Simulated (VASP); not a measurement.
# A VASP study of SiMo3 (r2SCAN + rVV10): structure first, properties next, part 6 of 8

Wanted: the relaxed cell of SiMo3 and its properties. The start is a cell from a database of measured crystal structures.

VASP 6.6.1; r2SCAN with rVV10; plane waves and PAW (Si, Mo_sv).

So far. Step 4 (Band structure (r2SCAN + rVV10)): There is no gap at this level. Step 5 (Density of states (r2SCAN + rVV10)): The finer mesh and the other smearing move the Fermi level by +0.00 eV from the 6×6×6 run, a small shift, which tests the Fermi level alone. Of the states within 0.3 eV of the Fermi level, the largest shares in the PAW spheres are Mo d 75 %. The rest lies in smaller channels or between the spheres. The relaxed cell has a = 4.879 Å (conventional setting).

**6. Vibrations at Γ (r2SCAN + rVV10) (continued)**

From OUTCAR (step 6):

```text
   NELECT =      92.0000    total number of electrons

 E-fermi :  12.8565

 k-point     1 :       0.0000    0.0000    0.0000
  band No.  band energies     occupation
    ...
     40      10.5195      2.00000
     41      10.5227      2.00000
     42      10.5263      2.00000
     43      11.1733      2.00000
     44      11.1735      2.00000
     45      14.2131     -0.00000
     46      14.2218     -0.00000
     47      14.2302     -0.00000
     48      15.2250     -0.00000
     49      15.3785     -0.00000
    ...

  Total       -0.0184140     -0.0094760     -0.0163996      0.0300511      0.0000000      0.0000000
  in kB       -0.2539883     -0.1307037     -0.2262031      0.4145014      0.0000000      0.0000000
  external PRESSURE =      -0.2036317 kB  Pullay stress =       0.0000000 kB

 POSITION                                       TOTAL-FORCE (eV/Angst)
 -----------------------------------------------------------------------------------
      0.00000      0.00000      0.00000         0.000102     -0.001323      0.000000
      2.43960      2.43960      2.43960         0.001266     -0.059974      0.000000
      1.21980     -0.01500      2.43960         0.000682      0.201195      0.000000
      2.43960      3.65940      0.00000         0.013386     -0.014666      0.000000
      3.65940      0.00000      2.43960        -0.001104     -0.020085      0.000000
      2.43960      1.21980      0.00000        -0.013538     -0.013576      0.000000
      0.00000      2.43960      3.65940        -0.000397     -0.045785      0.000525
      0.00000      2.43960      1.21980        -0.000397     -0.045785     -0.000525
 -----------------------------------------------------------------------------------
    total drift:                               -0.000013      0.000249      0.000000

  FREE ENERGIE OF THE ION-ELECTRON SYSTEM (eV)
  ---------------------------------------------------
  free  energy   TOTEN  =      -175.1735373476 eV

  energy  without entropy=     -175.1701245317  energy(sigma->0) =     -175.17239974

 Eigenvectors and eigenvalues of the dynamical matrix
 ----------------------------------------------------

   1 f  =   10.318433 THz    64.832627 2PiTHz  344.185877 cm-1    42.673591 meV
             X         Y         Z           dx          dy          dz
      0.000000  0.000000  0.000000     0.604908    0.216477   -0.091112
      2.439599  2.439599  2.439599    -0.604908   -0.216477    0.091112
      1.219800  0.000000  2.439599    -0.000000    0.066270    0.027892
      2.439599  3.659399  0.000000    -0.185180   -0.000000   -0.027892
      3.659399  0.000000  2.439599     0.000000    0.066270    0.027892
      2.439599  1.219800  0.000000    -0.185180    0.000000   -0.027892
      0.000000  2.439599  3.659399     0.185180   -0.066270   -0.000000
      0.000000  2.439599  1.219800     0.185180   -0.066270   -0.000000

   2 f  =   10.318433 THz    64.832627 2PiTHz  344.185877 cm-1    42.673591 meV
             X         Y         Z           dx          dy          dz
      0.000000  0.000000  0.000000    -0.228214    0.601238   -0.086649
      2.439599  2.439599  2.439599     0.228214   -0.601238    0.086649
      1.219800  0.000000  2.439599     0.000000    0.184057    0.026526
      2.439599  3.659399  0.000000     0.069863    0.000000   -0.026526
      3.659399  0.000000  2.439599    -0.000000    0.184057    0.026526
      2.439599  1.219800  0.000000     0.069863   -0.000000   -0.026526
      0.000000  2.439599  3.659399    -0.069863   -0.184057    0.000000
      0.000000  2.439599  1.219800    -0.069863   -0.184057    0.000000

   3 f  =   10.318433 THz    64.832627 2PiTHz  344.185877 cm-1    42.673591 meV
             X         Y         Z           dx          dy          dz
      0.000000  0.000000  0.000000    -0.055513   -0.112818   -0.636606
      2.439599  2.439599  2.439599     0.055513    0.112818    0.636606
      1.219800  0.000000  2.439599    -0.000000   -0.034537    0.194884
[...]
1.219800  0.000000  2.439599    -0.021958   -0.122264   -0.007323
      2.439599  3.659399  0.000000    -0.109224   -0.024579   -0.007323
      3.659399  0.000000  2.439599    -0.021958   -0.122264   -0.007323
      2.439599  1.219800  0.000000    -0.109224   -0.024579   -0.007323
      0.000000  2.439599  3.659399    -0.109224   -0.122264   -0.001472
      0.000000  2.439599  1.219800    -0.109224   -0.122264   -0.001472

   7 f  =    8.622702 THz    54.178031 2PiTHz  287.622363 cm-1    35.660612 meV
             X         Y         Z           dx          dy          dz
      0.000000  0.000000  0.000000    -0.000000    0.000000   -0.000000
      2.439599  2.439599  2.439599    -0.000000   -0.000000   -0.000000
      1.219800  0.000000  2.439599    -0.288675   -0.000000    0.000000
      2.439599  3.659399  0.000000     0.000000    0.288675    0.000000
      3.659399  0.000000  2.439599     0.288675   -0.000000    0.000000
      2.439599  1.219800  0.000000     0.000000   -0.288675    0.000000
      0.000000  2.439599  3.659399     0.000000    0.000000   -0.577350
      0.000000  2.439599  1.219800    -0.000000   -0.000000    0.577350

   8 f  =    8.622702 THz    54.178031 2PiTHz  287.622363 cm-1    35.660612 meV
             X         Y         Z           dx          dy          dz
      0.000000  0.000000  0.000000     0.000000   -0.000000   -0.000000
      2.439599  2.439599  2.439599    -0.000000   -0.000000   -0.000000
      1.219800  0.000000  2.439599     0.500000    0.000000   -0.000000
      2.439599  3.659399  0.000000    -0.000000    0.500000   -0.000000
      3.659399  0.000000  2.439599    -0.500000   -0.000000    0.000000
      2.439599  1.219800  0.000000     0.000000   -0.500000    0.000000
      0.000000  2.439599  3.659399     0.000000    0.000000    0.000000
      0.000000  2.439599  1.219800    -0.000000    0.000000    0.000000

   9 f  =    7.817303 THz    49.117562 2PiTHz  260.757153 cm-1    32.329752 meV
             X         Y         Z           dx          dy          dz
      0.000000  0.000000  0.000000     0.000000    0.000000    0.000000
      2.439599  2.439599  2.439599    -0.000000   -0.000000    0.000000
      1.219800  0.000000  2.439599    -0.408248   -0.000000   -0.000000
      2.439599  3.659399  0.000000     0.000000    0.408248   -0.000000
      3.659399  0.000000  2.439599     0.408248   -0.000000   -0.000000
      2.439599  1.219800  0.000000     0.000000   -0.408248   -0.000000
      0.000000  2.439599  3.659399     0.000000    0.000000    0.408248
      0.000000  2.439599  1.219800    -0.000000   -0.000000   -0.408248

  10 f  =    6.491449 THz    40.786980 2PiTHz  216.531446 cm-1    26.846466 meV
             X         Y         Z           dx          dy          dz
      0.000000  0.000000  0.000000     0.000000   -0.000000   -0.000000
      2.439599  2.439599  2.439599    -0.000000   -0.000000    0.000000
      1.219800  0.000000  2.439599     0.000000    0.496943    0.046705
      2.439599  3.659399  0.000000     0.496943   -0.000000   -0.029427
      3.659399  0.000000  2.439599     0.000000   -0.496943   -0.046705
      2.439599  1.219800  0.000000    -0.496943   -0.000000    0.029427
      0.000000  2.439599  3.659399     0.046705    0.029427    0.000000
      0.000000  2.439599  1.219800    -0.046705   -0.029427   -0.000000

  11 f  =    6.491449 THz    40.786980 2PiTHz  216.531446 cm-1    26.846466 meV
             X         Y         Z           dx          dy          dz
      0.000000  0.000000  0.000000     0.000000    0.000000    0.000000
      2.439599  2.439599  2.439599    -0.000000    0.000000   -0.000000
      1.219800  0.000000  2.439599     0.000000    0.039404   -0.486785
      2.439599  3.659399  0.000000     0.039404    0.000000   -0.107179
    [... 144 further lines ...]
      2.439599  1.219800  0.000000    -0.013249    0.002275   -0.389746
      0.000000  2.439599  3.659399    -0.013249    0.002281   -0.388705
      0.000000  2.439599  1.219800    -0.013249    0.002281   -0.388705

 ELASTIC MODULI CONTR FROM IONIC RELAXATION (kBar)
 Direction    XX          YY          ZZ          XY          YZ          ZX
 --------------------------------------------------------------------------------
 XX          -5.7389      2.8695      2.8695      0.0000     -0.0000     -0.0000
 YY           2.8695     -5.7389      2.8695     -0.0000     -0.0000      0.0000
 ZZ           2.8695      2.8695     -5.7389     -0.0000      0.0000     -0.0000
 XY           0.0000      0.0000     -0.0000    -13.4165      0.0000     -0.0000
 YZ          -0.0000     -0.0000      0.0000      0.0000    -13.4165      0.0000
 ZX          -0.0000      0.0000     -0.0000     -0.0000      0.0000    -13.4165
 --------------------------------------------------------------------------------

[... 10 parts as in an earlier step ...]

[... 7 further parts left out ...]
```

The last energy, forces, stress and levels in OUTCAR belong to the last displaced cell, not to the cell of POSCAR.

Numbers from this step:

| Item | Value |
| --- | --- |
| bands | 57 |
| irreducible k-points | 20 |
| pressure of the cell | -0.02645 GPa |
| largest force of the cell | 0 eV/Å |

The modes at Γ (shares of kinetic energy by element, %):

```tsv
mode	frequency (cm⁻¹)	symmetry	Si %	Mo %
1	-0.2	acoustic	9	91
2	-0.2	acoustic	9	91
3	-0.2	acoustic	9	91
4	143.4	T1u	2	98
5	143.4	T1u	2	98
6	143.4	T1u	2	98
7	191.6	T1g	0	100
8	191.6	T1g	0	100
9	191.6	T1g	0	100
10	197.4	T2u	16	84
11	197.4	T2u	16	84
12	197.4	T2u	16	84
13	216.5	T2g	0	100
14	216.5	T2g	0	100
15	216.5	T2g	0	100
16	260.8	A2g	0	100
17	287.6	Eg	0	100
18	287.6	Eg	0	100
19	320.7	T1u	89	11
20	320.7	T1u	89	11
21	320.7	T1u	89	11
22	344.2	T2u	84	16
23	344.2	T2u	84	16
24	344.2	T2u	84	16
```

Displacements in mode 5 (143.4 cm⁻¹), the largest set to 1:
```
Si1 -0.04  0.00 -0.32
Si2 -0.04  0.00 -0.32
Mo3  0.14 -0.01 -0.45
Mo4 -0.06  0.01 -0.45
Mo5  0.14 -0.01 -0.45
Mo6 -0.06  0.01 -0.45
Mo7 -0.06 -0.01  1.00
Mo8 -0.06 -0.01  1.00
```

Displacements in mode 21 (320.7 cm⁻¹), the largest set to 1:
```
Si1 -1.00  0.89 -0.01
Si2 -1.00  0.89 -0.01
Mo3  0.03 -0.12  0.00
Mo4  0.13 -0.02  0.00
Mo5  0.03 -0.12  0.00
Mo6  0.13 -0.02  0.00
Mo7  0.13 -0.12  0.00
Mo8  0.13 -0.12  0.00
```

The three acoustic modes lie within 0.2 cm⁻¹ of zero, and all others are real. By the characters of their eigenvectors the optical modes sort into (cm⁻¹) Raman active: T2g 217, Eg 288; infrared active: T1u 143, T1u 321; silent: T1g 192, T2u 197, A2g 261, T2u 344. With a centre of inversion no mode is active in both.

(Part 6 of 8 ends here.)

[Lines on the potential files, build, host, timing and source positions are cut from VASP's logs without a mark.]

[Logs are printed without paths, hosts, clocks, repeated set-up lines and the standing remarks that a program may print on its own settings, such as how far it seeks lower states.]

[Hosts, paths, dates, database ids (printed as entryN), source tags and the programs' standing remarks are cut or masked in the printed files.]

[A measured line is paired with the nearest computed mode of its activity, which favours agreement.]
